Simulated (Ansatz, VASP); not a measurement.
# SiC (Moissanite): VASP beside Ansatz

Wanted: the spread between two codes on one cell, functional and k mesh. The cell is taken from a series of runs on this material, whose earlier steps may have relaxed, scaled, displaced or heated it; both programs get it as it stands.

Calculated with Ansatz 0.2.0; plane waves, with VASP 6.6.1 beside it; zone-centre phonons at LDA.

**1. The starting structure**

The structure is hexagonal, space group P6_3mc (No. 186). Conventional cell: a = 3.076 Å, b = 3.076 Å, c = 5.050 Å, α = 90.00°, β = 90.00°, γ = 120.00°. Nearest to C lie 4 Si at 1.88 to 1.90 Å. Nearest to Si lie 4 C at 1.88 to 1.90 Å. Farther neighbours are not listed.

**2. VASP: zone-centre phonons, LDA, pair 1**

Second derivatives magnify differences that forces hide, and they need a tight electronic threshold.

Lines of VASP's logs that name or quote its potential files are left out, and so is its time.

Input file INCAR:

```
SYSTEM = SiC
PREC = Accurate
ENCUT = 600
EDIFF = 1E-08
NELM = 120
ISMEAR = 0
SIGMA = 0.01
LREAL = .FALSE.
ALGO = Normal
GGA = PW92
NBANDS = 14
LORBIT = 11
LWAVE = .FALSE.
LCHARG = .FALSE.
ISIF = 2
IBRION = 8
LEPSILON = .TRUE.
LASPH = .TRUE.
GGA_COMPAT = .FALSE.
EFERMI = MIDGAP
KPAR = 2
```

Input file POSCAR:

```
SiC
1.0
    3.0764842850      0.0000000000      0.0000000000
   -1.5382421425      2.6643135451      0.0000000000
    0.0000000000      0.0000000000      5.0497885651
C Si
2 2
Direct
    0.3333333334      0.6666666668      0.3804153219
    0.6666666668      0.3333333334      0.8804153219
    0.3333333334      0.6666666668      0.0045846781
    0.6666666668      0.3333333334      0.5045846781
```

Input file KPOINTS:

```
Automatic mesh
0
Gamma
12 12 6
0 0 0
```

Potentials, in the order of the species: C and Si (LDA family, release 64).

The run is started by

```console
$ mpirun -np 2 vasp_std
```

Numbers of over 12 decimals in the logs are rounded to 6 here.

The program printed:

```text
[banner, memory and clock lines left out]
running    2 mpi-ranks, on    1 nodes
 distrk:  each k-point on    1 cores,    2 groups
 distr:  one band on    1 cores,    1 groups

 POSCAR found type information on POSCAR C Si
 POSCAR found :  2 types and       4 ions
|                                                                             |
|               ----> ADVICE to this user running VASP <----                  |
|                                                                             |
|     You enforced a specific xc type in the INCAR file but a different       |
|     [... a line on the potential file left out ...]
|     I HOPE YOU KNOW WHAT YOU ARE DOING!                                     |
|                                                                             |

 LDA part: xc-table for (Slater(with rela. corr.)+PW92), standard interpolation
 POSCAR, INCAR and KPOINTS ok, starting setup
 FFT: planning ... GRIDC
 FFT: planning ... GRID_SOFT
 FFT: planning ... GRID
 WAVECAR not read
 entering main loop
       N       E                     dE             d eps       ncg     rms          rms(c)
DAV:   1     0.304454739412E+02    0.30445E+02   -0.79757E+03  2128   0.115E+03
DAV:   2    -0.341849516539E+02   -0.64630E+02   -0.59033E+02  2960   0.180E+02
DAV:   3    -0.373540560665E+02   -0.31691E+01   -0.31491E+01  2974   0.375E+01
DAV:   4    -0.373868706867E+02   -0.32815E-01   -0.32808E-01  2404   0.468E+00
DAV:   5    -0.373873097811E+02   -0.43909E-03   -0.43905E-03  2986   0.506E-01    0.128E+01
DAV:   6    -0.334471983104E+02    0.39401E+01   -0.93774E+00  2722   0.187E+01    0.590E+00
DAV:   7    -0.333352951073E+02    0.11190E+00   -0.11342E+00  2938   0.662E+00    0.241E+00
DAV:   8    -0.332964567026E+02    0.38838E-01   -0.63994E-02  2524   0.164E+00    0.712E-01
DAV:   9    -0.332910098472E+02    0.54469E-02   -0.87903E-03  2584   0.658E-01    0.118E-01
DAV:  10    -0.332910652789E+02   -0.55432E-04   -0.52359E-04  2662   0.160E-01    0.633E-02
DAV:  11    -0.332910690324E+02   -0.37535E-05   -0.18207E-05  2704   0.352E-02    0.176E-02
DAV:  12    -0.332910678351E+02    0.11974E-05   -0.31444E-06  2740   0.111E-02    0.684E-03
DAV:  13    -0.332910675113E+02    0.32374E-06   -0.12185E-06  2800   0.652E-03    0.150E-03
DAV:  14    -0.332910675163E+02   -0.50204E-08   -0.57003E-08  2566   0.188E-03
   1 F= -.33291068E+02 E0= -.33291068E+02  d E =0.000000E+00
 Linear response reoptimize wavefunctions to high precision
DAV:   1    -0.332910675168E+02   -0.48931E-09   -0.91230E-10  2180   0.241E-04
DAV:   2    -0.332910675168E+02    0.33879E-10   -0.97649E-11  1454   0.832E-05
 Linear response G [H, r] |phi>, progress :
  Direction:   1
       N       E                     dE             d eps       ncg     rms
RMM:   1    -0.697987040412E+02   -0.69799E+02    0.54099E+01  5575   0.636E+01
RMM:   2    -0.514966204921E+02    0.18302E+02   -0.65507E+00  3636   0.182E+01
RMM:   3    -0.515400188457E+02   -0.43398E-01   -0.10918E-01  3862   0.227E+00
RMM:   4    -0.515406581676E+02   -0.63932E-03   -0.34306E-03  4147   0.368E-01
RMM:   5    -0.515406886007E+02   -0.30433E-04   -0.13958E-04  4137   0.705E-02
RMM:   6    -0.515406958934E+02   -0.72927E-05   -0.16565E-05  4271   0.153E-02
RMM:   7    -0.515406957592E+02    0.13425E-06   -0.20379E-06  4219   0.358E-03
RMM:   8    -0.515406957787E+02   -0.19517E-07   -0.30722E-06  4174   0.970E-04
RMM:   9    -0.515406956373E+02    0.14142E-06    0.30772E-05  3581   0.361E-04
RMM:  10    -0.515406956459E+02   -0.86365E-08    0.44762E-06  2972   0.199E-04
RMM:  11    -0.515406956595E+02   -0.13640E-07   -0.62314E-06  2742   0.165E-04
RMM:  12    -0.515406956591E+02    0.41756E-09    0.76132E-06  2647   0.154E-04
RMM:  13    -0.515406956694E+02   -0.10321E-07    0.35645E-06  2376   0.152E-04
RMM:  14    -0.515406956691E+02    0.35487E-09    0.46988E-06  2094   0.151E-04
 Linear response G [H, r] |phi>, progress :
  Direction:   2
       N       E                     dE             d eps       ncg     rms
RMM:   1    -0.809431238880E+02   -0.80943E+02   -0.12035E+02  5416   0.605E+01
RMM:   2    -0.647203381699E+02    0.16223E+02   -0.50836E+00  3600   0.163E+01
RMM:   3    -0.647580140491E+02   -0.37676E-01   -0.72733E-02  3824   0.192E+00
RMM:   4    -0.647584652930E+02   -0.45124E-03   -0.85257E-04  4050   0.288E-01
RMM:   5    -0.647585650226E+02   -0.99730E-04    0.98126E-05  4079   0.498E-02
RMM:   6    -0.647585798330E+02   -0.14810E-04    0.21684E-05  4158   0.956E-03
RMM:   7    -0.647585820016E+02   -0.21686E-05   -0.21832E-06  4140   0.198E-03
RMM:   8    -0.647585827618E+02   -0.76016E-06   -0.33450E-05  4026   0.509E-04
RMM:   9    -0.647585823878E+02    0.37399E-06   -0.49263E-06  3371   0.220E-04
RMM:  10    -0.647585822953E+02    0.92456E-07   -0.32043E-07  2786   0.162E-04
[...]
RMM:   1    -0.736937057076E+00   -0.73694E+00   -0.30791E+00  4383   0.358E+00
RMM:   2    -0.757286419407E+00   -0.20349E-01   -0.75512E-03  3607   0.541E-01
RMM:   3    -0.757398209782E+00   -0.11179E-03   -0.14059E-04  3680   0.530E-02
RMM:   4    -0.757401526671E+00   -0.33169E-05   -0.32283E-06  3776   0.859E-03
RMM:   5    -0.757401635094E+00   -0.10842E-06   -0.46759E-08  3737   0.139E-03
RMM:   6    -0.757401643847E+00   -0.87523E-08    0.81698E-09  3002   0.263E-04
[...]
RMM:   1    -0.736937057076E+00   -0.73694E+00   -0.30791E+00  4383   0.358E+00
RMM:   2    -0.757286416632E+00   -0.20349E-01   -0.75512E-03  3607   0.541E-01    0.125E+00
RMM:   3    -0.738007869039E+00    0.19279E-01   -0.12788E-02  3568   0.637E-01    0.727E-01
RMM:   4    -0.757903570271E+00   -0.19896E-01   -0.16739E-02  3633   0.720E-01    0.101E-01
RMM:   5    -0.761217720882E+00   -0.33142E-02   -0.42873E-04  3700   0.142E-01    0.164E-02
RMM:   6    -0.761593109541E+00   -0.37539E-03   -0.73016E-06  3926   0.175E-02    0.646E-03
RMM:   7    -0.761650159532E+00   -0.57050E-04   -0.23513E-07  3866   0.324E-03    0.189E-03
RMM:   8    -0.761696167022E+00   -0.46007E-04   -0.58299E-08  3969   0.153E-03    0.165E-04
RMM:   9    -0.761696961378E+00   -0.79436E-06   -0.40138E-09  3809   0.205E-04    0.612E-05
RMM:  10    -0.761696960540E+00    0.83810E-09   -0.18301E-08  2743   0.590E-05    0.801E-06
 change of polarisation eV/A/(eV/A) component  3 :    -0.187    -0.109     1.441
 dielectric tensor                  component  3 :    -0.819    -0.478     7.302
 Linear response DOF=           4
 Linear response progress:
  Degree of freedom:   1/  4
       N       E                     dE             d eps       ncg     rms          rms(c)
RMM:   1    -0.127301892767E+00   -0.12730E+00    0.59432E-02 26396   0.208E+00
RMM:   2    -0.123896441589E+00    0.34055E-02   -0.38779E-03 19753   0.437E-01    0.207E-01
RMM:   3    -0.123888032240E+00    0.84093E-05   -0.11171E-03 19486   0.195E-01    0.104E-01
RMM:   4    -0.124945890104E+00   -0.10579E-02   -0.96381E-04 19811   0.166E-01    0.190E-02
RMM:   5    -0.124866899499E+00    0.78991E-04   -0.14702E-05 21525   0.273E-02    0.303E-03
RMM:   6    -0.124902691141E+00   -0.35792E-04   -0.13392E-07 22585   0.535E-03    0.900E-04
RMM:   7    -0.124896923642E+00    0.57675E-05    0.25713E-06 22837   0.110E-03    0.264E-04
RMM:   8    -0.124898288063E+00   -0.13644E-05   -0.21402E-07 22631   0.295E-04    0.419E-05
RMM:   9    -0.124898132977E+00    0.15509E-06    0.19546E-07 23096   0.869E-05    0.874E-06
RMM:  10    -0.124898290254E+00   -0.15728E-06   -0.20435E-08 23089   0.329E-05    0.520E-06
RMM:  11    -0.124898226064E+00    0.64190E-07   -0.13490E-09 22596   0.151E-05    0.640E-07
RMM:  12    -0.124898236986E+00   -0.10922E-07    0.25364E-09 21503   0.687E-06    0.361E-07
RMM:  13    -0.124898231932E+00    0.50538E-08    0.32214E-09 16774   0.472E-06    0.695E-08
 first order change of Fermi-energy  -0.46111E+00
 force on displaced ion       1 direction 1 : -18.998   0.000  -0.000
 Born effective charge ion    1 direction 1 :  -2.663  -0.000  -0.000
 Linear response progress:
  Degree of freedom:   2/  4
       N       E                     dE             d eps       ncg     rms          rms(c)
RMM:   1    -0.139324594348E+00   -0.13932E+00    0.83288E-02  6012   0.216E+00
RMM:   2    -0.134269831348E+00    0.50548E-02   -0.27300E-03  4618   0.459E-01    0.221E-01
RMM:   3    -0.133825919924E+00    0.44391E-03   -0.22986E-03  4771   0.238E-01    0.109E-01
RMM:   4    -0.134421117216E+00   -0.59520E-03   -0.52089E-04  4781   0.118E-01    0.384E-02
RMM:   5    -0.134612308956E+00   -0.19119E-03   -0.27936E-05  4759   0.339E-02    0.879E-03
RMM:   6    -0.134635304866E+00   -0.22996E-04   -0.30206E-08  5072   0.659E-03    0.235E-03
RMM:   7    -0.134615219011E+00    0.20086E-04    0.30356E-06  4809   0.287E-03    0.590E-04
RMM:   8    -0.134619238106E+00   -0.40191E-05    0.84229E-08  5213   0.803E-04    0.170E-04
RMM:   9    -0.134619025673E+00    0.21243E-06    0.46357E-09  5265   0.200E-04    0.465E-05
RMM:  10    -0.134618861822E+00    0.16385E-06    0.34018E-08  5119   0.760E-05    0.133E-05
RMM:  11    -0.134618911761E+00   -0.49939E-07   -0.15031E-07  5402   0.274E-05    0.369E-06
RMM:  12    -0.134618904015E+00    0.77453E-08   -0.17781E-08  5232   0.103E-05    0.112E-06
 first order change of Fermi-energy   0.40809E+00
 force on displaced ion       1 direction 3 :   0.000  -0.000 -23.732
 Born effective charge ion    1 direction 3 :   0.000   0.000  -2.859
 Linear response progress:
  Degree of freedom:   3/  4
       N       E                     dE             d eps       ncg     rms          rms(c)
RMM:   1    -0.177919760176E-01   -0.17792E-01   -0.10064E-04 29996   0.965E-01
RMM:   2    -0.150728924488E-01    0.27191E-02   -0.91609E-04 20148   0.244E-01    0.132E-01
RMM:   3    -0.149740844918E-01    0.98808E-04    0.83456E-05 21036   0.610E-02    0.752E-02
RMM:   4    -0.150366979426E-01   -0.62613E-04    0.57490E-05 20283   0.554E-02    0.901E-03
RMM:   5    -0.150325577574E-01    0.41402E-05   -0.15720E-05 21734   0.108E-02    0.164E-03
RMM:   6    -0.150314694025E-01    0.10884E-05   -0.24809E-07 22556   0.134E-03    0.824E-04
RMM:   7    -0.150302746693E-01    0.11947E-05   -0.38017E-07 22788   0.372E-04    0.549E-05
RMM:   8    -0.150302701631E-01    0.45062E-08   -0.59302E-08 22878   0.751E-05    0.219E-05
 first order change of Fermi-energy  -0.84800E+00
 force on displaced ion       3 direction 1 : -19.591  -0.001   0.000
 Born effective charge ion    3 direction 1 :   2.662  -0.000  -0.000
 Linear response progress:
  Degree of freedom:   4/  4
       N       E                     dE             d eps       ncg     rms          rms(c)
RMM:   1    -0.335077132257E-01   -0.33508E-01    0.62424E-02  7347   0.145E+00
RMM:   2    -0.279284416892E-01    0.55793E-02   -0.18495E-03  4600   0.395E-01    0.156E-01
RMM:   3    -0.275001701291E-01    0.42827E-03   -0.28488E-04  4802   0.129E-01    0.818E-02
RMM:   4    -0.273478007376E-01    0.15237E-03   -0.84644E-05  4968   0.680E-02    0.310E-02
RMM:   5    -0.273329942345E-01    0.14807E-04   -0.36236E-05  5045   0.262E-02    0.561E-03
RMM:   6    -0.273350532581E-01   -0.20590E-05    0.19199E-05  4897   0.716E-03    0.170E-03
RMM:   7    -0.273367754941E-01   -0.17222E-05   -0.46752E-07  5139   0.193E-03    0.501E-04
RMM:   8    -0.273375855566E-01   -0.81006E-06   -0.14804E-06  5156   0.631E-04    0.201E-04
RMM:   9    -0.273375216093E-01    0.63947E-07   -0.33577E-07  5193   0.256E-04    0.357E-05
RMM:  10    -0.273375447966E-01   -0.23187E-07    0.25382E-07  5217   0.665E-05    0.148E-05
RMM:  11    -0.273375522375E-01   -0.74409E-08    0.84498E-08  5309   0.204E-05    0.369E-06
 first order change of Fermi-energy  -0.40810E+00
 force on displaced ion       3 direction 3 :  -0.000   0.000 -26.645
 Born effective charge ion    3 direction 3 :   0.000   0.000   2.859
 Born effective charges drift removed
 Linear response finished
```

[end of part 1 of 3]

[Lines on the potential files, build, host, timing and source positions are cut from VASP's logs without a mark.]

[Logs are printed without paths, hosts, clocks, repeated set-up lines and the standing remarks that a program may print on its own settings, such as how far it seeks lower states.]

[Hosts, paths, dates, database ids (printed as entryN), source tags and the programs' standing remarks are cut or masked in the printed files.]
